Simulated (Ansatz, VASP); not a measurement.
**SbP in two plane-wave programs**

One calculation is typed for both programs; each brings its own data sets. How far apart do they land? The cell is generated by rule, not measured, and may not be a known phase. The cell is taken from a series of runs on this material, whose earlier steps may have relaxed, scaled, displaced or heated it; both programs get it as it stands.

Main program and level: Ansatz 0.2.0; plane waves, with VASP 6.6.1 beside it; single point at PBE.

The structure was built from a prototype and need not be the compound's stable phase.

## (1) The starting structure

It takes space group Pna2_1 (No. 33, orthorhombic). Conventional cell: a = 8.278 Å, b = 4.780 Å, c = 5.872 Å, α = 90.00°, β = 90.00°, γ = 90.00°. Sb has 4 P at 2.59 to 2.89 Å nearest. Nearest to P lie 4 Sb at 2.59 to 2.89 Å. Farther neighbours are not listed.

Coordinates:

```cif
data_structure
_symmetry_space_group_name_H-M 'P 1'
_symmetry_Int_Tables_number 1
_cell_length_a 4.7796
_cell_length_b 5.8717
_cell_length_c 8.2785
_cell_angle_alpha 90.000
_cell_angle_beta 90.000
_cell_angle_gamma 90.000
_cell_volume 232.33
loop_
_atom_site_label
_atom_site_type_symbol
_atom_site_fract_x
_atom_site_fract_y
_atom_site_fract_z
_atom_site_occupancy
Sb1 Sb 0.51860 0.03307 0.16667 1
Sb2 Sb 0.98140 0.03307 0.66667 1
Sb3 Sb 0.01860 0.53307 0.33333 1
Sb4 Sb 0.48140 0.53307 0.83333 1
P5 P 0.54603 0.59193 0.16667 1
P6 P 0.95397 0.59193 0.66667 1
P7 P 0.04603 0.09193 0.33333 1
P8 P 0.45397 0.09193 0.83333 1
```

## (2) Ansatz: single point, PBE, pair 1

Ansatz runs on its default PAW (the set named soft_2) files.

A single point gives forces, pressure and levels at one fixed geometry, so differences don't come from the geometry; what else differs is listed under the comparison.

input.yaml reads:

```yaml
crystal:
  lattice:
    - [-4.779579986, 3.2685e-06, 0.0]
    - [0.0, 0.0, -5.8717278375]
    - [-5.6613e-06, -8.2784753745, 0.0]
  atoms:
    - { symbol: Sb, position: [0.5186009063, 0.0330735997, 0.1666666667] }
    - { symbol: Sb, position: [-0.0186009063, 0.0330735997, 0.6666666667] }
    - { symbol: Sb, position: [1.0186009063, 0.5330735997, 0.3333333333] }
    - { symbol: Sb, position: [0.4813990937, 0.5330735997, 0.8333333333] }
    - { symbol: P, position: [0.5460291491, 0.5919264003, 0.1666666667] }
    - { symbol: P, position: [-0.0460291491, 0.5919264003, 0.6666666667] }
    - { symbol: P, position: [1.0460291491, 0.0919264003, 0.3333333333] }
    - { symbol: P, position: [0.4539708509, 0.0919264003, 0.8333333333] }
kpoints:
  mp_grid: { grid: [8, 6, 4] }
hamiltonian:
  xc: pbe
scf:
  occupations: { method: methfessel_paxton, width: 0.15 }
output:
  forces: true
  stress: true
  eigenvalues: true
```

Launch:

```bash
$ ansatz run input.yaml --threads 4 --pin off --max-ram 7168MiB --backend cpu --events-out ev --progress --plain --runs-dir out
```

Numbers of over 12 decimals in the logs are rounded to 6 here.

The log of the run:

```text
Engine: ansatz 0.2.0, aarch64-unknown-linux-gnu
Pseudopotentials: kind: paw
Pseudopotential: Sb, paw, valence charge 15, recommended cutoff 420 eV (normal), Sb.paw.azcp
Pseudopotential: P, paw, valence charge 5, recommended cutoff 420 eV (normal), P.paw.azcp
Functional definition: PBE
  parameter kappa = 0.804
  parameter beta = 0.066725
  exchange = pbe_x(kappa = kappa, mu = beta*pi^2/3)
  correlation = pbe_c(beta = beta)
Crystal: 8 atoms, lattice volume = 232.330 Å³
Basis set: ecut = 420 eV, 4547 PW (Γ), exchange–correlation on 64×80×120 points (8 copies of the dense FFT grid, shifted against one another)
Bands: 48, of which v1, the nominal top of the filled ones, is band 40 counted from 1 (39 counted from 0)
Symmetry: 4 space group operations
Space group: Pna21 (ITA 33), of the structure as read, at distance tolerance 6.1e-5 Å
k-points: 60 of 192 (time reversal used)
Non-local potential: Sb, projectors of the file, l = 0: 2, l = 1: 2, l = 2: 2, l = 3: 2
Non-local potential: P, projectors of the file, l = 0: 2, l = 1: 2, l = 2: 2
PAW form: soft (Blöchl's): semilocal exchange-correlation on the pseudo side does not see the compensation charge
PAW one-centre angular grid: Sb, 590 points (default); XC on 64 Gauss nodes
PAW one-centre angular grid: P, 110 points (default); XC on 64 Gauss nodes
Initial density: superposition of atomic densities (neutral atoms: chi_scale 0, normalization atom), corrected by the library's trained network
Initial wavefunctions: pseudopotential atomic-orbital guess
Functional: x = pbe(κ = 0.804, μ = 0.219515), c = pbe(β = 0.066725)
SCF iter   1: F=—  HF=-28958.635961 eV  |F-HF|=—  |Δ(HF+E_count)|=         —  Δρ=2.31e-3  dr2=1.51e-2  ethr=1.77e-3  ⟨swp⟩=8.7  Hψ=12573  notcnv=0
preconditioner: auto → LDOS  [metal: Δε(μ)=0.034 eV  Ē_g=7.443 eV  σ=0.150 eV  W_gap=0.19  n_scr=52 (ndim 8)  ℏωp=15.4 eV  f_vac=0.063  D(μ)=2.73/eV (n_scr^D=10)  β→1.0]
SCF iter   2: F=—  HF=-28958.635339 eV  |F-HF|=—  |Δ(HF+E_count)|=   6.22e-4  S|Δr|=    0.00e0  Δρ=1.18e-3  dr2=3.70e-3  ethr=1.89e-5  ⟨swp⟩=2.9  Hψ=6029  notcnv=0
SCF iter   3: F=—  HF=-28958.634551 eV  |F-HF|=—  |Δ(HF+E_count)|=   7.88e-4  S|Δr|=    0.00e0  Δρ=5.99e-4  dr2=1.10e-3  ethr=4.62e-6  ⟨swp⟩=2.1  Hψ=5180  notcnv=0
SCF iter   4: F=—  HF=-28958.634266 eV  |F-HF|=—  |Δ(HF+E_count)|=   2.84e-4  S|Δr|=    0.00e0  Δρ=2.25e-4  dr2=1.37e-4  ethr=1.38e-6  ⟨swp⟩=2.9  Hψ=6312  notcnv=0
SCF iter   5: F=—  HF=-28958.634220 eV  |F-HF|=—  |Δ(HF+E_count)|=   4.67e-5  S|Δr|=    0.00e0  Δρ=5.95e-5  dr2=1.27e-5  ethr=1.71e-7  ⟨swp⟩=2.0  Hψ=5170  notcnv=0
SCF iter   6: F=—  HF=-28958.634233 eV  |F-HF|=—  |Δ(HF+E_count)|=   1.35e-5  S|Δr|=    0.00e0  Δρ=1.27e-5  dr2=4.59e-7  ethr=1.59e-8  ⟨swp⟩=3.0  Hψ=5889  notcnv=0
SCF iter   7: F=-28958.634233 eV  HF=-28958.634233 eV  |F-HF|=6.55e-9  |Δ(HF+E_count)|=   5.49e-8  S|Δr|=    0.00e0  Δρ=2.85e-6  dr2=2.15e-8  ethr=1.25e-10  ⟨swp⟩=12.2  Hψ=14231  notcnv=0
SCF 1 converged in 7 iterations: F = -28958.634233 eV  dr2 = 2.15e-8
  greatest PAW one-centre occupation: 0.996 electrons in one spin orbital (limit 2), on the Sb atom at site 0 (counted from 0), in its partial waves of l = 2
SCF converged after 7 iterations
Stability not checked: this state was not tested for a lower state beside it, because cold or Methfessel-Paxton smearing, or corrected tetrahedra, fill the levels in a way that the test cannot read (fill_not_monotonic; see scf.lower_state_search)
Free energy (F): -28958.634233 eV
Harris-Foulkes:  -28958.634233 eV  (|F-HF|=6.55e-9)
Internal energy: -28958.632006 eV  (E = F + TS)
E sigma→0 (E₀):  -28958.633676 eV
Entropy (-TS):   -0.002227 eV (-0.278 meV/atom)
Fermi energy:    7.183082 eV
--- Per-component energies (eV) ---
  E_band       = -837.533565
  E_kinetic    = 1097.248439
  E_local      = -7840.296256  (includes V_loc(G=0)·N_el)
  E_nonlocal   = 1583.141611
  E_hartree    = 3472.623470
  E_xc         = -794.302557
  E_vxc        = -620.517603  (∫ρ·V_xc dr)
  E_paw        = -20575.678601  (= ΣΔE_a)
  E_vpaw       = -2002.349635  (= ΣTr[D̂ρ^β])
  E_aug_tail   = 0.000007  (compensation charges beyond the density's cutoff)
  E_ewald      = -5901.368119
  E_smearing   = -0.002227  (= −TS)
  E_closure    = 0.000000  (closes the sum)
  Σ components = -28958.634233   (vs F -28958.634233, Δ=0.00e0)
--- Forces (eV/Å), atoms counted from 1 ---
  atom   1  Sb    -0.16232068     0.05949234    -0.04109946
  atom   2  Sb     0.16232076     0.05949212    -0.04109946
  atom   3  Sb    -0.16232076    -0.05949212    -0.04109946
  atom   4  Sb     0.16232068    -0.05949234    -0.04109946
  atom   5  P      0.09101330     0.08250306     0.04109641
  atom   6  P     -0.09101319     0.08250318     0.04109641
  atom   7  P      0.09101319    -0.08250318     0.04109641
  atom   8  P     -0.09101330    -0.08250306     0.04109641
  max |Σ_I F_I| component: 1.22e-5 eV/Å
--- Stress (GPa, compression-positive) ---
       -0.031096       0.000000       0.000000
        0.000000       0.208343      -0.000000
        0.000000      -0.000000      -0.273618
  P = ⅓ Tr σ = -0.0321 GPa (-0.321 kbar)
--- Band table (eV; the first three rows and the last of 60) ---
  k-point 0: bands = [... 36 lower, 4.9288, 5.0691, 5.1421, 6.4092, 6.9103, 7.2281, 8.8043, 9.0078, ... 4 higher]
  k-point 1: bands = [... 36 lower, 4.7933, 4.9650, 5.6163, 6.4461, 6.9602, 7.4530, 8.3754, 8.6722, ... 4 higher]
  k-point 2: bands = [... 36 lower, 4.7997, 4.7997, 6.2486, 6.2486, 7.3820, 7.3820, 8.1216, 8.1216, ... 4 higher]
  k-point 59: bands = [... 36 lower, 5.7938, 5.7938, 6.0728, 6.0728, 7.6258, 7.6258, 8.0819, 8.0819, ... 4 higher]
```

The run ends at a pressure of -0.03 GPa, with forces up to 0.18 eV/Å.

## (3) VASP: single point, PBE, pair 1

The same cell, functional, mesh and smearing now go to VASP, with its own data sets.

Lines of VASP's logs that name or quote its potential files are left out, and so is its time.

INCAR reads:

```
SYSTEM = SbP
PREC = Accurate
ENCUT = 500
EDIFF = 1E-06
NELM = 120
ISMEAR = 1
SIGMA = 0.15
LREAL = .FALSE.
ALGO = Normal
GGA = PE
NBANDS = 28
LORBIT = 11
LWAVE = .FALSE.
LCHARG = .FALSE.
ISIF = 2
LASPH = .TRUE.
GGA_COMPAT = .FALSE.
KPAR = 2
```

POSCAR reads:

```
SbP
1.0
   -4.7795799860      0.0000032685      0.0000000000
    0.0000000000      0.0000000000     -5.8717278375
   -0.0000056613     -8.2784753745      0.0000000000
Sb P
4 4
Direct
    0.5186009063      0.0330735997      0.1666666667
    0.9813990937      0.0330735997      0.6666666667
    0.0186009063      0.5330735997      0.3333333333
    0.4813990937      0.5330735997      0.8333333333
    0.5460291491      0.5919264003      0.1666666667
    0.9539708509      0.5919264003      0.6666666667
    0.0460291491      0.0919264003      0.3333333333
    0.4539708509      0.0919264003      0.8333333333
```

KPOINTS reads:

```
Automatic mesh
0
Gamma
8 6 4
0 0 0
```

The projector-augmented-wave data sets are Sb and P (PBE family, release 64).

Launch:

```bash
$ mpirun -np 2 vasp_std
```

The log of the run:

```text
[banner, memory and clock lines left out]
running    2 mpi-ranks, on    1 nodes
 distrk:  each k-point on    1 cores,    2 groups
 distr:  one band on    1 cores,    1 groups

 POSCAR found type information on POSCAR SbP
 POSCAR found :  2 types and       8 ions
 LDA part: xc-table for (Slater+PW92), standard interpolation
 POSCAR, INCAR and KPOINTS ok, starting setup
 FFT: planning ... GRIDC
 FFT: planning ... GRID_SOFT
 FFT: planning ... GRID
 WAVECAR not read
 entering main loop
       N       E                     dE             d eps       ncg     rms          rms(c)
DAV:   1     0.194803886476E+03    0.19480E+03   -0.14187E+04  3360   0.112E+03
DAV:   2    -0.174399930552E+02   -0.21224E+03   -0.20654E+03  4140   0.186E+02
DAV:   3    -0.363616305251E+02   -0.18922E+02   -0.18573E+02  4176   0.586E+01
DAV:   4    -0.368859687457E+02   -0.52434E+00   -0.52062E+00  4412   0.103E+01
DAV:   5    -0.368987336633E+02   -0.12765E-01   -0.12754E-01  4480   0.174E+00    0.843E+00
DAV:   6    -0.359976425455E+02    0.90109E+00   -0.28250E+00  3796   0.560E+00    0.514E+00
DAV:   7    -0.359972059579E+02    0.43659E-03   -0.36947E-01  4152   0.238E+00    0.230E+00
DAV:   8    -0.359885105979E+02    0.86954E-02   -0.30106E-02  4252   0.756E-01    0.580E-01
DAV:   9    -0.359888497258E+02   -0.33913E-03   -0.52084E-03  4156   0.344E-01    0.139E-01
DAV:  10    -0.359891679659E+02   -0.31824E-03   -0.50023E-04  4328   0.958E-02    0.831E-02
DAV:  11    -0.359895949784E+02   -0.42701E-03   -0.71457E-04  3724   0.107E-01    0.257E-02
DAV:  12    -0.359895940365E+02    0.94185E-06   -0.48417E-05  4424   0.312E-02    0.175E-02
DAV:  13    -0.359896054188E+02   -0.11382E-04   -0.27621E-05  3756   0.198E-02    0.465E-03
DAV:  14    -0.359896067933E+02   -0.13745E-05   -0.16856E-06  3376   0.576E-03    0.357E-03
DAV:  15    -0.359896067242E+02    0.69043E-07   -0.20059E-07  2176   0.228E-03
   1 F= -.35989607E+02 E0= -.35988825E+02  d E =-.234467E-02
```

Parts of OUTCAR (step 3):

```text
ion  position               nearest neighbor table
   1  0.519  0.033  0.167-   5 2.59   7 2.67   8 2.80   7 2.89   5 3.28
   2  0.981  0.033  0.667-   6 2.59   8 2.67   7 2.80   8 2.89   6 3.28
   3  0.019  0.533  0.333-   7 2.59   5 2.67   6 2.80   5 2.89   7 3.28
   4  0.481  0.533  0.833-   8 2.59   6 2.67   5 2.80   6 2.89   8 3.28
   5  0.546  0.592  0.167-   1 2.59   3 2.67   4 2.80   3 2.89   1 3.28
   6  0.954  0.592  0.667-   2 2.59   4 2.67   3 2.80   4 2.89   2 3.28
   7  0.046  0.092  0.333-   3 2.59   1 2.67   2 2.80   1 2.89   3 3.28
   8  0.454  0.092  0.833-   4 2.59   2 2.67   1 2.80   2 2.89   4 3.28

  LATTYP: Found a simple orthorhombic cell.
 ALAT       =     4.7795799860
 B/A-ratio  =     1.2285028925
 C/A-ratio  =     1.7320508075

 Subroutine GETGRP returns: Found  4 space group operations
 (whereof  1 operations were pure point group operations)

The static configuration has the point symmetry C_1 .
 The point group associated with its full space group is C_2v.

 Found     60 irreducible k-points:

   k-points           NKPTS =     60   k-points in BZ     NKDIM =     60   number of bands    NBANDS=     28

   dimension x,y,z NGX =    36 NGY =   48 NGZ =   60
   dimension x,y,z NGXF=    72 NGYF=   96 NGZF=  120

   ENCUT  =  500.0 eV  36.75 Ry    6.06 a.u.   8.71 10.71 15.09*2*pi/ulx,y,z

   NELECT =      40.0000    total number of electrons

 k-points in reciprocal lattice and weights: Automatic mesh
   0.00000000  0.00000000  0.00000000       0.005
   0.12500000  0.00000000  0.00000000       0.010
   0.25000000  0.00000000  0.00000000       0.010
   0.37500000  0.00000000 -0.00000000       0.010
   0.50000000  0.00000000  0.00000000       0.005
   0.00000000  0.16666667  0.00000000       0.010
   0.12500000  0.16666667  0.00000000       0.021
   0.25000000  0.16666667  0.00000000       0.021
   0.37500000  0.16666667 -0.00000000       0.021
[...]
0.37500000  0.50000000  0.50000000       0.010
   0.50000000  0.50000000  0.50000000       0.005

 average (electrostatic) potential at core
       1 -88.0522       2 -88.0522       3 -88.0522       4 -88.0522       5 -83.6984
       6 -83.6984       7 -83.6984       8 -83.6984

 E-fermi :   5.3767

 k-point     1 :       0.0000    0.0000    0.0000
  band No.  band energies     occupation
    ...
     18       3.2623      2.00000
     19       3.3348      2.00000
     20       4.6042      2.00000
     21       5.0999      2.02551
     22       5.4202      0.53092
     23       6.9897     -0.00000
     24       7.1962     -0.00000
     25       7.5098     -0.00000
     26       7.7509     -0.00000
     27       8.9337      0.00000
    ...

 k-point     2 :       0.1250    0.0000    0.0000
  band No.  band energies     occupation
    ...
     17       3.1144      2.00000
     18       3.3859      2.00000
     19       3.6548      2.00000
     20       4.8755      2.00002
     21       5.3414      1.38586
     22       5.6667     -0.01968
     23       6.6207     -0.00000
     24       7.2071     -0.00000
     25       7.4934     -0.00000
     26       7.8904     -0.00000
    ...

 k-point     3 :       0.2500    0.0000    0.0000
  band No.  band energies     occupation
    ...
     16       2.4683      2.00000
     17       2.9300      2.00000
     18       4.3747      2.00000
     19       4.4165      2.00000
     20       5.0094      2.00291
     21       5.8161     -0.00028
     22       6.0041     -0.00000
     23       6.7414     -0.00000
     24       7.0597     -0.00000
     25       7.4672     -0.00000
    ...

  Total       -0.0624005      0.2665223     -0.3386744      0.0000002      0.0000000      0.0000000
  in kB       -0.4303209      1.8379689     -2.3355381      0.0000016      0.0000000      0.0000000
  external PRESSURE =      -0.3092967 kB  Pullay stress =       0.0000000 kB

  energy-cutoff  :      500.00
  volume of cell :      232.33
      direct lattice vectors                 reciprocal lattice vectors
    -4.779579986  0.000003269  0.000000000    -0.209223405  0.000000143  0.000000000
     0.000000000  0.000000000 -5.871727837     0.000000000  0.000000000 -0.170307621
    -0.000005661 -8.278475374  0.000000000    -0.000000083 -0.120795189  0.000000000

 POSITION                                       TOTAL-FORCE (eV/Angst)
 -----------------------------------------------------------------------------------
     -2.47870     -1.37974     -0.19420        -0.172538      0.059534     -0.057851
     -4.69068     -5.51898     -0.19420         0.172538      0.059533     -0.057851
     -0.08891     -2.75949     -3.13006        -0.172538     -0.059533     -0.057851
     -2.30089     -6.89873     -3.13006         0.172538     -0.059534     -0.057851
     -2.60979     -1.37974     -3.47563         0.102250      0.082243      0.057851
     -4.55958     -5.51898     -3.47563        -0.102250      0.082243      0.057851
     -0.22000     -2.75949     -0.53977         0.102250     -0.082243      0.057851
     -2.16979     -6.89873     -0.53977        -0.102250     -0.082243      0.057851
 -----------------------------------------------------------------------------------
    total drift:                                0.000000     -0.000000      0.001217

  FREE ENERGIE OF THE ION-ELECTRON SYSTEM (eV)
  ---------------------------------------------------
  free  energy   TOTEN  =       -35.9896067242 eV

  energy  without entropy=      -35.9872620558  energy(sigma->0) =      -35.98882517

 total charge
# of ion       s       p       d       tot
------------------------------------------
    1        1.252   1.049   0.044   2.345
    2        1.252   1.049   0.044   2.345
    3        1.252   1.049   0.044   2.345
    4        1.252   1.049   0.044   2.345
    5        1.110   1.324   0.000   2.434
    6        1.110   1.324   0.000   2.434
    7        1.110   1.324   0.000   2.434
    8        1.110   1.324   0.000   2.434
--------------------------------------------------
tot          9.447   9.492   0.177  19.116

[... 3 further parts left out ...]
```

The run ends at a pressure of -0.03 GPa, with forces up to 0.19 eV/Å.

## (4) Differences

Known differences besides the potentials themselves: the data sets hold 80 valence electrons in Ansatz (on its default PAW (the set named soft_2) files) and 40 in VASP; the cutoff is 420 eV in Ansatz and 500 eV in VASP. Total energies have different zeros and are not compared.

Both answers:

| quantity | Ansatz | VASP | difference |
| --- | --- | --- | --- |
| pressure (GPa) | -0.03 | -0.03 | 0.00 |

Forces (eV/Å; atoms numbered as in POSCAR):

| atom | Ansatz x, y, z | VASP x, y, z |
| --- | --- | --- |
| Sb1 | -0.162, 0.059, -0.041 | -0.173, 0.060, -0.058 |
| Sb2 | 0.162, 0.059, -0.041 | 0.173, 0.060, -0.058 |
| Sb3 | -0.162, -0.059, -0.041 | -0.173, -0.060, -0.058 |
| Sb4 | 0.162, -0.059, -0.041 | 0.173, -0.060, -0.058 |
| P5 | 0.091, 0.083, 0.041 | 0.102, 0.082, 0.058 |
| P6 | -0.091, 0.083, 0.041 | -0.102, 0.082, 0.058 |
| P7 | 0.091, -0.083, 0.041 | 0.102, -0.082, 0.058 |
| P8 | -0.091, -0.083, 0.041 | -0.102, -0.082, 0.058 |

The forces differ by 11 meV/Å r.m.s., which is 11.8 % of the r.m.s. force of 0.098 eV/Å (both taken over all components).

(Part 1 of 2 ends here.)

[Lines on the potential files, build, host, timing and source positions are cut from VASP's logs without a mark.]

[Logs are printed without paths, hosts, clocks, repeated set-up lines and the standing remarks that a program may print on its own settings, such as how far it seeks lower states.]

[Hosts, paths, dates, database ids (printed as entryN), source tags and the programs' standing remarks are cut or masked in the printed files.]
